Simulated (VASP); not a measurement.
Here is a VASP 6.6.1 calculation.

Contents of POSCAR:

```
SnO
1.0
    3.8020000000      0.0000000000      0.0000000000
    0.0000000000      3.8020000000      0.0000000000
    0.0000000000      0.0000000000      4.8360000000
Sn O
2 2
Direct
    0.0000000000      0.5000000000      0.2385000000
    0.5000000000      0.0000000000      0.7615000000
    0.0000000000      0.0000000000      0.0000000000
    0.5000000000      0.5000000000      0.0000000000
```

Contents of INCAR.step1:

```
  PREC = Accurate
  ENCUT = 520
  EDIFF = 1E-5
  ISMEAR = 0
  SIGMA = 0.02
  LREAL = False
  LASPH = True
  NELM = 60
  ALGO = Normal
  ISIF = 2
  LWAVE = True
  GGA = PE
```

The input INCAR.step2:

```
  PREC = Accurate
  ENCUT = 520
  EDIFF = 1E-6
  ISMEAR = 0
  SIGMA = 0.02
  LREAL = False
  LASPH = True
  NELM = 60
  ALGO = Normal
  ISIF = 2
  LWAVE = False
  LCHARG = True
  METAGGA = MBJ
  LELF = True
  LVHAR = True
  ISTART = 1
```

The input KPOINTS:

```
regular mesh
0
Gamma
  8 8 6
```

Potentials or basis: VASP PAW PBE potentials, release 64 (Sn_d, O).

Command:

```sh
$ cat potpaw_PBE.64/Sn_d/POTCAR potpaw_PBE.64/O/POTCAR > POTCAR
$ cp INCAR.step1 INCAR
$ mpirun -np 1 vasp_std > vasp.out
$ cp INCAR.step2 INCAR
$ mpirun -np 1 vasp_std > vasp.out
```

(1) Predict the band gap on the k mesh.

Answers

(1) 0.20 eV, indirect (least direct gap 2.37 eV).

Caveat: spin-orbit coupling is left out, which moves the levels of the heavy elements.
